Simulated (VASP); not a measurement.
Computed with r2SCAN meta-GGA, VASP's PBE PAW potentials (set 64) (plane waves; VASP).

The input files of a VASP run:

### POSCAR
```
TiAl
1
    0.0000000000     3.0172943265     3.0172943265
    3.0172943265     0.0000000000     3.0172943265
    3.0172943265     3.0172943265     0.0000000000
Ti Al
1 1
Direct
  1.0000000000   0.0000000000   1.0000000000
  0.2500000000   0.2500000000   0.2500000000
```

**INCAR**
```
ALGO = Normal
EDIFF = 1E-6
EDIFFG = -0.01
ENCUT = 400
IBRION = 2
ISIF = 3
ISMEAR = 1
LASPH = .TRUE.
LCHARG = .FALSE.
LMAXMIX = 4
LMIXTAU = .TRUE.
LREAL = .FALSE.
LWAVE = .FALSE.
METAGGA = R2SCAN
NELM = 100
NSW = 60
PREC = Accurate
SIGMA = 0.1
SYSTEM = TiAl
```

KPOINTS:
```
Automatic mesh
0
Gamma
10 10 10
0 0 0
```

POTCAR, in this order: Ti_sv Al (PBE.64 set). Program: vasp_std.

**Question.** Predict the energy per atom (σ→0), volume per atom, band gap (on the k-mesh).

**Answer.** 
| Property | Result |
|---|---|
| energy per atom (σ→0) | -8.304 eV/atom |
| band gap (on the k-mesh) | none (metal, semimetal or under 0.01 eV) |
| volume per atom | 27.37 Å³/atom |

### OSZICAR
```
...
DAV:   7    -0.166068697027E+02    0.30310E-05   -0.22791E-05  1462   0.441E-02    0.200E-03
DAV:   8    -0.166068864791E+02   -0.16776E-04   -0.44527E-06  1117   0.197E-02    0.153E-03
DAV:   9    -0.166068747401E+02    0.11739E-04   -0.79244E-07   553   0.111E-02    0.696E-04
DAV:  10    -0.166068808868E+02   -0.61467E-05   -0.24240E-07   535   0.635E-03    0.372E-04
DAV:  11    -0.166068797522E+02    0.11345E-05   -0.71533E-08   532   0.266E-03    0.518E-04
DAV:  12    -0.166068808301E+02   -0.10778E-05   -0.31477E-08   535   0.227E-03    0.133E-04
DAV:  13    -0.166068809979E+02   -0.16778E-06   -0.76446E-09   532   0.879E-04
   2 F= -.16606881E+02 E0= -.16607288E+02  d E =-.386045E-04
```

The structure was generated: TiAl was put into the zinc blende type (F-43m), which need not be its known phase. This run relaxes it. Symmetry was kept, so distortions that lower it aren't found. The start is the result of an earlier pass. The electron count is odd and the run is not spin-polarised, which forces a metal.
